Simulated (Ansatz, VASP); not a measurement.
# CoO (zincblende prototype) in two plane-wave programs, part 2 of 3

Wanted: the spread between two codes on one cell, functional and k mesh. The cell is invented: As first built, before any earlier steps moved the atoms or strained the cell (in the runner's words): zincblende prototype, lattice guessed from radii. It may not be a known or stable phase. The cell is taken from a series of runs on this material, whose earlier steps may have relaxed, scaled, displaced or heated it; both programs get it as it stands.

VASP 6.6.1 and Ansatz 0.2.0.

So far: Set-up; Ansatz: single point, LDA, DFT+U, pair 1.

### 3. VASP: single point, LDA, DFT+U, pair 1

Level of this step: LDA, DFT+U (Co d 1.75 eV), spin-polarised from a ferromagnetic start; plane waves and PAW (Co, O); invented cell (VASP).

The same cell, functional (in two slightly different forms), mesh and smearing now go to VASP, with its own data sets.

Lines of VASP's logs that name or quote its potential files are left out, and so is its time.

INCAR reads:

```
SYSTEM = CoO
PREC = Accurate
ENCUT = 520
EDIFF = 1E-06
NELM = 200
ISMEAR = -1
SIGMA = 0.05
LREAL = .FALSE.
ALGO = Normal
GGA = PW92
NBANDS = 27
ISPIN = 2
MAGMOM = 2.33 2.33 0.29 0.29
LDAU = .TRUE.
LDAUTYPE = 2
LDAUL = 2 -1
LDAUU = 1.75 0
LDAUJ = 0 0
LDAUPRINT = 1
LASPH = .TRUE.
LMAXMIX = 4
LORBIT = 11
LWAVE = .FALSE.
LCHARG = .FALSE.
ISIF = 2
GGA_COMPAT = .FALSE.
KPAR = 2
```

POSCAR reads:

```
CoO
1.0
    0.0000000000     -2.2851447630     -2.2851447630
    0.0000000000      2.2851447630     -2.2851447630
    4.5702895260      0.0000000000      0.0000000000
Co O
2 2
Direct
    0.5000000000      0.5000000000      0.5000000000
    0.0000000000      0.0000000000      0.0000000000
    0.0000000000      0.5000000000      0.7500000000
    0.5000000000      0.0000000000      0.2500000000
```

KPOINTS reads:

```
Automatic mesh
0
Gamma
9 9 6
0 0 0
```

The projector-augmented-wave data sets are Co and O (LDA family, release 64).

Run with:

```
$ mpirun -np 2 vasp_std
```

Numbers of over 12 decimals in the logs are rounded to 6 here.

The program printed:

```text
[banner, memory and clock lines left out]
running    2 mpi-ranks, on    1 nodes
 distrk:  each k-point on    1 cores,    2 groups
 distr:  one band on    1 cores,    1 groups

 POSCAR found type information on POSCAR CoO
 POSCAR found :  2 types and       4 ions
|                                                                             |
|               ----> ADVICE to this user running VASP <----                  |
|                                                                             |
|     You enforced a specific xc type in the INCAR file but a different       |
|     [... a line on the potential file left out ...]
|     I HOPE YOU KNOW WHAT YOU ARE DOING!                                     |
|                                                                             |

 LDA part: xc-table for (Slater(with rela. corr.)+PW92), standard interpolation
 POSCAR, INCAR and KPOINTS ok, starting setup
 FFT: planning ... GRIDC
 FFT: planning ... GRID_SOFT
 FFT: planning ... GRID
 WAVECAR not read
 entering main loop
       N       E                     dE             d eps       ncg     rms          rms(c)
DAV:   1     0.248741162225E+03    0.24874E+03   -0.13329E+04  6528   0.127E+03
DAV:   2    -0.438973350653E+01   -0.25313E+03   -0.22660E+03  6714   0.307E+02
DAV:   3    -0.321033800092E+02   -0.27714E+02   -0.26374E+02  7157   0.116E+02
DAV:   4    -0.327386630359E+02   -0.63528E+00   -0.63309E+00  7250   0.181E+01
DAV:   5    -0.327582397918E+02   -0.19577E-01   -0.19574E-01  8613   0.298E+00    0.248E+01
DAV:   6    -0.307477194888E+02    0.20105E+01   -0.41203E+01  8434   0.956E+01    0.331E+01
DAV:   7    -0.275636943766E+02    0.31840E+01   -0.11228E+01  7593   0.714E+01    0.117E+01
DAV:   8    -0.277771270702E+02   -0.21343E+00   -0.20156E+00  8458   0.999E+00    0.670E+00
DAV:   9    -0.277799402602E+02   -0.28132E-02   -0.58535E-01 10161   0.806E+00    0.244E+00
DAV:  10    -0.277980180392E+02   -0.18078E-01   -0.14247E-01  9508   0.554E+00    0.813E-01
DAV:  11    -0.278021763800E+02   -0.41583E-02   -0.40476E-02  9480   0.198E+00    0.419E-01
DAV:  12    -0.278047168920E+02   -0.25405E-02   -0.57253E-03  7802   0.592E-01    0.283E-01
DAV:  13    -0.278060638778E+02   -0.13470E-02   -0.27310E-03  8985   0.294E-01    0.214E-01
DAV:  14    -0.278065116723E+02   -0.44779E-03   -0.17868E-03  9745   0.266E-01    0.923E-02
DAV:  15    -0.278065118416E+02   -0.16930E-06   -0.15116E-04  8196   0.148E-01    0.347E-02
DAV:  16    -0.278065153627E+02   -0.35212E-05   -0.21460E-05  9185   0.590E-02    0.155E-02
DAV:  17    -0.278065161374E+02   -0.77465E-06   -0.36208E-06  6118   0.155E-02
   1 F= -.27806516E+02 E0= -.27800237E+02  d E =-.125578E-01  mag=     5.8337
```

From OUTCAR (step 3):

```text
ion  position               nearest neighbor table
   1  0.500  0.500  0.500-   3 1.98   4 1.98   4 1.98   3 1.98
   2  0.000  0.000  0.000-   3 1.98   4 1.98   3 1.98   4 1.98
   3  0.000  0.500  0.750-   1 1.98   2 1.98   2 1.98   1 1.98
   4  0.500  0.000  0.250-   1 1.98   2 1.98   1 1.98   2 1.98

  LATTYP: Found a simple tetragonal cell.
 ALAT       =     3.2316827158
 C/A-ratio  =     1.4142135624

 Subroutine GETGRP returns: Found  8 space group operations
 (whereof  8 operations were pure point group operations)

The static configuration has the point symmetry D_2d.

 Found     60 irreducible k-points:

   k-points           NKPTS =     60   k-points in BZ     NKDIM =     60   number of bands    NBANDS=     27

   dimension x,y,z NGX =    24 NGY =   24 NGZ =   36
   dimension x,y,z NGXF=    48 NGYF=   48 NGZF=   72

   ENCUT  =  520.0 eV  38.22 Ry    6.18 a.u.   6.01  6.01  8.50*2*pi/ulx,y,z

   NELECT =      30.0000    total number of electrons

 k-points in reciprocal lattice and weights: Automatic mesh
   0.00000000  0.00000000  0.00000000       0.002
   0.11111111  0.00000000  0.00000000       0.008
   0.22222222  0.00000000  0.00000000       0.008
   0.33333333  0.00000000  0.00000000       0.008
   0.44444444  0.00000000  0.00000000       0.008
   0.11111111  0.11111111  0.00000000       0.008
   0.22222222  0.11111111  0.00000000       0.016
   0.33333333  0.11111111  0.00000000       0.016
   0.44444444  0.11111111  0.00000000       0.016
[...]
0.44444444  0.33333333  0.50000000       0.016
   0.44444444  0.44444444  0.50000000       0.008

atom =   1  type =  1  l = 2

 onsite density matrix

spin component  1

  0.9722  0.0000  0.0000 -0.0000 -0.0000
  0.0000  0.9723 -0.0000  0.0000 -0.0000
  0.0000 -0.0000  0.9631 -0.0000 -0.0000
 -0.0000  0.0000 -0.0000  0.9722 -0.0000
 -0.0000 -0.0000 -0.0000 -0.0000  0.9631

spin component  2

  0.2150 -0.0000 -0.0000  0.0000  0.0000
 -0.0000  0.2158  0.0000 -0.0000 -0.0000
 -0.0000  0.0000  0.8670  0.0000 -0.0008
  0.0000 -0.0000  0.0000  0.2150  0.0000
  0.0000 -0.0000 -0.0008  0.0000  0.8679

 occupancies and eigenvectors

  o =  0.2150  v =  0.0000  0.0000  0.0000  0.0000  0.0000  1.0000  0.0000  0.0000  0.0000  0.0000      0.0000  0.0000  0.0000  0.0000  0.0000  0.0000  0.0000  0.0000  0.0000  0.0000
  o =  0.2150  v =  0.0000  0.0000  0.0000  0.0000  0.0000  0.0000 -0.0000 -0.0000  1.0000 -0.0000      0.0000  0.0000  0.0000  0.0000  0.0000  0.0000  0.0000  0.0000  0.0000  0.0000
[...]
0.0000 -0.0000 -0.0000 -0.0000  0.9631

spin component  2

  0.2150  0.0000  0.0000  0.0000 -0.0000
  0.0000  0.2158  0.0000 -0.0000 -0.0000
  0.0000  0.0000  0.8670 -0.0000 -0.0008
  0.0000 -0.0000 -0.0000  0.2150  0.0000
 -0.0000 -0.0000 -0.0008  0.0000  0.8679

 occupancies and eigenvectors

  o =  0.2150  v =  0.0000  0.0000  0.0000  0.0000  0.0000  1.0000  0.0000  0.0000  0.0000  0.0000      0.0000  0.0000  0.0000  0.0000  0.0000  0.0000  0.0000  0.0000  0.0000  0.0000
  o =  0.2150  v =  0.0000  0.0000  0.0000  0.0000  0.0000  0.0000  0.0000  0.0000 -1.0000  0.0000      0.0000  0.0000  0.0000  0.0000  0.0000  0.0000  0.0000  0.0000  0.0000  0.0000
  o =  0.2158  v =  0.0000  0.0000  0.0000  0.0000  0.0000  0.0000 -1.0000 -0.0000 -0.0000 -0.0000      0.0000  0.0000  0.0000  0.0000  0.0000  0.0000  0.0000  0.0000  0.0000  0.0000
  o =  0.8665  v =  0.0000  0.0000  0.0000  0.0000  0.0000  0.0000 -0.0000  0.8660  0.0000  0.5000      0.0000  0.0000  0.0000  0.0000  0.0000  0.0000  0.0000  0.0000  0.0000  0.0000
  o =  0.8684  v =  0.0000  0.0000  0.0000  0.0000  0.0000  0.0000 -0.0000 -0.5000  0.0000  0.8660      0.0000  0.0000  0.0000  0.0000  0.0000  0.0000  0.0000  0.0000  0.0000  0.0000
  o =  0.9631  v =  0.0000 -0.0000  0.8660 -0.0000  0.5000  0.0000  0.0000  0.0000  0.0000  0.0000      0.0000  0.0000  0.0000  0.0000  0.0000  0.0000  0.0000  0.0000  0.0000  0.0000
  o =  0.9631  v =  0.0000 -0.0000  0.5000 -0.0000 -0.8660  0.0000  0.0000  0.0000  0.0000  0.0000      0.0000  0.0000  0.0000  0.0000  0.0000  0.0000  0.0000  0.0000  0.0000  0.0000
  o =  0.9722  v =  0.0000 -0.0000  0.0000  1.0000 -0.0000  0.0000  0.0000  0.0000  0.0000  0.0000      0.0000  0.0000  0.0000  0.0000  0.0000  0.0000  0.0000  0.0000  0.0000  0.0000
  o =  0.9722  v =  1.0000  0.0000  0.0000  0.0000  0.0000  0.0000  0.0000  0.0000  0.0000  0.0000      0.0000  0.0000  0.0000  0.0000  0.0000  0.0000  0.0000  0.0000  0.0000  0.0000
  o =  0.9723  v =  0.0000 -1.0000 -0.0000 -0.0000  0.0000  0.0000  0.0000  0.0000  0.0000  0.0000      0.0000  0.0000  0.0000  0.0000  0.0000  0.0000  0.0000  0.0000  0.0000  0.0000

 average (electrostatic) potential at core
       1 -83.2232       2 -83.2232       3 -71.6123       4 -71.6123

 E-fermi :   4.8979

 spin component 1
 k-point     1 :       0.0000    0.0000    0.0000
  band No.  band energies     occupation
    ...
     11       2.2857      1.00000
     12       2.5708      1.00000
     13       2.8588      1.00000
     14       2.8588      1.00000
     15       3.1144      1.00000
     16       5.0459      0.04920
     17       5.0459      0.04920
     18       5.0460      0.04909
     19       5.2650      0.00065
     20      10.0183      0.00000
    ...

 k-point     2 :       0.1111    0.0000    0.0000
  band No.  band energies     occupation
    ...
     12       2.4284      1.00000
     13       2.4469      1.00000
     14       3.0751      1.00000
     15       3.3100      1.00000
     16       4.6083      0.99696
     17       4.9355      0.32002
     18       5.0237      0.07470
     19       5.8643      0.00000
     20      10.3205      0.00000
     21      14.6431      0.00000
    ...

 k-point     3 :       0.2222    0.0000    0.0000
  band No.  band energies     occupation
    ...
     13       2.2886      1.00000
     14       3.3517      1.00000
     15       3.4444      1.00000
     16       4.0971      1.00000
     17       4.5830      0.99816
     18       4.9466      0.27388
     19       6.8435      0.00000
     20      11.0509      0.00000
     21      14.3407      0.00000
     22      14.7650      0.00000
    ...

 k-point     4 :       0.3333    0.0000    0.0000
  band No.  band energies     occupation
    ...
     14       3.2650      1.00000
     15       3.5552      1.00000
     16       3.8465      1.00000
     17       4.0265      1.00000
     18       4.7941      0.88840
     19       8.0922      0.00000
     20      11.7596      0.00000
     21      13.2528      0.00000
     22      14.7446      0.00000
     23      15.8504      0.00000
    ...

 k-point     5 :       0.4444    0.0000    0.0000
  band No.  band energies     occupation
    ...
     14       2.9599      1.00000
     15       3.2343      1.00000
     16       3.4954      1.00000
     17       4.2295      1.00000
     18       4.5534      0.99898
     19       9.5186      0.00000
     20      10.9873      0.00000
     21      13.6221      0.00000
     22      14.8573      0.00000
     23      14.8844      0.00000
    ...

 k-point     6 :       0.1111    0.1111    0.0000
  band No.  band energies     occupation
    ...
     14       2.7433      1.00000
     15       3.5402      1.00000
     16       4.5358      0.99928
     17       4.8367      0.77278
     18       4.8368      0.77241
     19       6.2357      0.00000
     20      10.6031      0.00000
     21      14.6420      0.00000
     22      15.3524      0.00000
     23      17.7422      0.00000
    ...

  Total       -4.3474256     -4.3564464     -4.3564464      0.0000000      0.0000000      0.0000000
  in kB     -145.9289975   -146.2317971   -146.2317971      0.0000000      0.0000000      0.0000000
  external PRESSURE =    -146.1308639 kB  Pullay stress =       0.0000000 kB

  energy-cutoff  :      520.00
  volume of cell :       47.73
      direct lattice vectors                 reciprocal lattice vectors
     0.000000000 -2.285144763 -2.285144763     0.000000000 -0.218804519 -0.218804519
     0.000000000  2.285144763 -2.285144763     0.000000000  0.218804519 -0.218804519
     4.570289526  0.000000000  0.000000000     0.218804519  0.000000000  0.000000000

 POSITION                                       TOTAL-FORCE (eV/Angst)
 -----------------------------------------------------------------------------------
      2.28514      0.00000     -2.28514        -0.000000      0.000000      0.000000
      0.00000      0.00000      0.00000         0.000000     -0.000000     -0.000000
      3.42772      1.14257     -1.14257         0.000000     -0.000000     -0.000000
      1.14257     -1.14257     -1.14257         0.000000     -0.000000     -0.000000
 -----------------------------------------------------------------------------------
    total drift:                               -0.000000      0.000000     -0.000000

  FREE ENERGIE OF THE ION-ELECTRON SYSTEM (eV)
  ---------------------------------------------------
  free  energy   TOTEN  =       -27.8065161374 eV

  energy  without entropy=      -27.7939583688  energy(sigma->0) =      -27.80023725

 total charge
# of ion       s       p       d       tot
------------------------------------------
    1        0.341   0.420   7.197   7.959
    2        0.341   0.420   7.197   7.959
    3        1.537   3.413   0.000   4.950
    4        1.537   3.413   0.000   4.950
--------------------------------------------------
tot          3.757   7.667  14.394  25.817

 magnetization (x)
# of ion       s       p       d       tot
------------------------------------------
    1        0.018   0.051   2.463   2.532
    2        0.018   0.051   2.463   2.532
    3        0.018   0.261   0.000   0.280
    4        0.018   0.261   0.000   0.280
--------------------------------------------------
tot          0.072   0.626   4.926   5.624

[... 6 further parts left out ...]
```

The magnetic state follows from one typed start and may not be the lowest.

### 4. Comparison

Known differences besides the potentials themselves: VASP starts from the moments at which Ansatz ended; U acts on the PAW sphere in VASP and on atomic orbitals in Ansatz, so only states and trends compare; the data sets hold 46 valence electrons in Ansatz (on its default PAW (the set named soft_2) files) and 30 in VASP; the cutoff is 420 eV in Ansatz and 520 eV in VASP; VASP's log shows a relativistic correction to its local exchange, Ansatz's none; site moments are counted in spheres of each program's own size. Total energies have different zeros and are not compared.

The two programs side by side:

| quantity | Ansatz | VASP | difference |
| --- | --- | --- | --- |
| total moment (μB) | 5.81 | 5.83 | -0.02 |
| moment on Co1 (μB) | 2.33 | 2.53 | -0.20 |
| moment on Co2 (μB) | 2.33 | 2.53 | -0.20 |
| moment on O3 (μB) | 0.29 | 0.28 | +0.01 |
| moment on O4 (μB) | 0.29 | 0.28 | +0.01 |

### 5. Ansatz: single point, LDA, DFT+U, pair 2

A single point takes one fixed geometry, so differences don't come from the geometry; what else differs is listed under the comparison.

The cell is taken from a series of runs on this material, whose earlier steps may have relaxed, scaled, displaced or heated it; both programs get it as it stands.

input.yaml reads:

```yaml
crystal:
  lattice:
    - [0.0, -2.285144763, -2.285144763]
    - [0.0, 2.285144763, -2.285144763]
    - [4.570289526, 0.0, 0.0]
  atoms:
    - { symbol: Co, position: [0.5, 0.5, 0.5], spin: 3.0 }
    - { symbol: Co, position: [0.0, 0.0, 0.0], spin: 3.0 }
    - { symbol: O, position: [0.0, 0.5, 0.75] }
    - { symbol: O, position: [0.5, 0.0, 0.25] }
magnetization:
  spin_polarized: true
kpoints:
  mp_grid: { grid: [9, 9, 6] }
hamiltonian:
  xc: lda
  hubbard:
    sites:
      - { species: Co, l: d, u_eff: 2.62 }
      - { site: 0, l: d, u_eff: 2.62, starting_ns: [{ spin: up, occupation_matrix: co1_major }, { spin: down, occupation_matrix: co1_minor }] }
      - { site: 1, l: d, u_eff: 2.62, starting_ns: [{ spin: up, occupation_matrix: co1_major }, { spin: down, occupation_matrix: co1_minor }] }
    projectors: ortho-atomic
    occupation_matrices:
      co1_major:
        matrix:
          - [0.998, 0.0, 0.0, 0.0, 0.0]
          - [0.0, 0.992, 0.0, 0.0, 0.0]
          - [0.0, 0.0, 0.992, 0.0, 0.0]
          - [0.0, 0.0, 0.0, 0.998, 0.0]
          - [0.0, 0.0, 0.0, 0.0, 0.992]
      co1_minor:
        matrix:
          - [0.967, 0.0, 0.0, 0.0, 0.0]
          - [0.0, 0.163, 0.0, 0.0, 0.0]
          - [0.0, 0.0, 0.163, 0.0, 0.0]
          - [0.0, 0.0, 0.0, 0.967, 0.0]
          - [0.0, 0.0, 0.0, 0.0, 0.163]
scf:
  occupations: { method: fermi_dirac, width: 0.05 }
output:
  eigenvalues: true
```

Run with:

```
$ ansatz run input.yaml --threads 4 --pin off --max-ram 8192MiB --backend cpu --events-out ev --progress --plain --runs-dir out
```

The program printed:

```text
[...]
Crystal: 4 atoms, lattice volume = 47.731 Å³
Basis set: ecut = 420 eV, 927 PW (Γ)
Bands: 32, of which v1, the nominal top of the filled ones, is band 23 counted from 1 (22 counted from 0)
Symmetry: 16 space group operations
[...]
k-points: 60 of 486 (time reversal used)
[...]
Starting moments: Σ|m| = 6 μB on 2 of 4 sites
[...]
k-point 0 ↑: bands = [... 19 lower, 6.7942, 7.2962, 7.2962, 7.5396, 9.7133, 9.7133, 9.7133, 9.9304, ... 5 higher]
  k-point 1 ↑: bands = [... 19 lower, 6.7737, 7.5225, 7.5225, 7.7118, 9.2644, 9.5840, 9.5840, 10.6286, ... 5 higher]
  k-point 2 ↑: bands = [... 19 lower, 6.7178, 8.0559, 8.0559, 8.1051, 8.8818, 9.2183, 9.2183, 11.6514, ... 5 higher]
  k-point 59 ↓: bands = [... 19 lower, 9.0818, 9.9762, 9.9762, 11.5840, 11.5840, 11.7304, 11.7304, 17.7500, ... 5 higher]
Occupation matrices written to <dir>
[key lines of the parts left out:]
SCF converged after 12 iterations
Magnetization: 5.9886 μB (25.9943 up, 20.0057 down)
Free energy (F): -11230.799780 eV
Fermi energy:    9.765671 eV
```

### 6. VASP: single point, LDA, DFT+U, pair 2

The same cell, functional (in two slightly different forms), mesh and smearing now go to VASP, with its own data sets.

Changes to INCAR since step 3:

```diff
@@ -12,3 +12,3 @@
 ISPIN = 2
-MAGMOM = 2.33 2.33 0.29 0.29
+MAGMOM = 2.41 2.41 0.27 0.27
 LDAU = .TRUE.
@@ -16,3 +16,3 @@
 LDAUL = 2 -1
-LDAUU = 1.75 0
+LDAUU = 2.62 0
 LDAUJ = 0 0
```

POSCAR is that of step 3.

KPOINTS is that of step 3.

Run with:

```
$ mpirun -np 2 vasp_std
```

The program printed:

```text
[banner, memory and clock lines left out]
running    2 mpi-ranks, on    1 nodes
[...]
[... a notice as in an earlier step ...]

 LDA part: xc-table for (Slater(with rela. corr.)+PW92), standard interpolation
 POSCAR, INCAR and KPOINTS ok, starting setup
[...]
entering main loop
       N       E                     dE             d eps       ncg     rms          rms(c)
DAV:   1     0.250082555994E+03    0.25008E+03   -0.13359E+04  6528   0.127E+03
DAV:   2    -0.282730578556E+01   -0.25291E+03   -0.22632E+03  6696   0.307E+02
DAV:   3    -0.308466191477E+02   -0.28019E+02   -0.26946E+02  7161   0.117E+02
DAV:   4    -0.314800658502E+02   -0.63345E+00   -0.63134E+00  7214   0.181E+01
[...]
DAV:  15    -0.271462552838E+02   -0.71602E-05   -0.98186E-05  7879   0.828E-02    0.225E-02
DAV:  16    -0.271462522938E+02    0.29899E-05   -0.13816E-05  8415   0.574E-02    0.892E-03
DAV:  17    -0.271462524395E+02   -0.14564E-06   -0.49537E-06  6001   0.435E-02
   1 F= -.27146252E+02 E0= -.27144858E+02  d E =-.278919E-02  mag=     5.9843
```

From OUTCAR (step 6):

```text
  Total       -3.1025256     -3.1080468     -3.1080468      0.0000000     -0.0000000      0.0000000
  in kB     -104.1417361   -104.3270642   -104.3270642      0.0000000     -0.0000000      0.0000000
  external PRESSURE =    -104.2652882 kB  Pullay stress =       0.0000000 kB

 POSITION                                       TOTAL-FORCE (eV/Angst)
 -----------------------------------------------------------------------------------
      2.28514      0.00000     -2.28514         0.000000     -0.000000     -0.000000
      0.00000      0.00000      0.00000        -0.000000      0.000000      0.000000
      3.42772      1.14257     -1.14257        -0.000000     -0.000000     -0.000000
      1.14257     -1.14257     -1.14257        -0.000000     -0.000000     -0.000000
 -----------------------------------------------------------------------------------
    total drift:                               -0.000000      0.000000     -0.000000

  FREE ENERGIE OF THE ION-ELECTRON SYSTEM (eV)
  ---------------------------------------------------
  free  energy   TOTEN  =       -27.1462524395 eV

  energy  without entropy=      -27.1434632454  energy(sigma->0) =      -27.14485784

 magnetization (x)
# of ion       s       p       d       tot
------------------------------------------
    1        0.017   0.053   2.552   2.622
    2        0.017   0.053   2.552   2.622
    3        0.017   0.233   0.000   0.250
    4        0.017   0.233   0.000   0.250
--------------------------------------------------
tot          0.068   0.573   5.103   5.745

[... 2 parts as in an earlier step ...]

[... 1 further part left out ...]
[key lines of the parts left out:]
E-fermi :   4.9467
```

The run ends at a pressure of -10.43 GPa.

### 7. Differences

What differs besides the data sets and the points named for the pairs above, as far as they apply: the data sets hold 46 valence electrons in Ansatz (on its default PAW (the set named soft_2) files) and 30 in VASP. Total energies have different zeros and are not compared.

Both answers:

| quantity | Ansatz | VASP | difference |
| --- | --- | --- | --- |
| total moment (μB) | 5.99 | 5.98 | 0.00 |
| moment on Co1 (μB) | 2.40 | 2.62 | -0.22 |
| moment on Co2 (μB) | 2.40 | 2.62 | -0.22 |
| moment on O3 (μB) | 0.27 | 0.25 | +0.02 |
| moment on O4 (μB) | 0.27 | 0.25 | +0.02 |

[end of part 2 of 3]

[Lines on the potential files, build, host, timing and source positions are cut from VASP's logs without a mark.]

[Logs are printed without paths, hosts, clocks, repeated set-up lines and the standing remarks that a program may print on its own settings, such as how far it seeks lower states.]

[Hosts, paths, dates, database ids (printed as entryN), source tags and the programs' standing remarks are cut or masked in the printed files.]
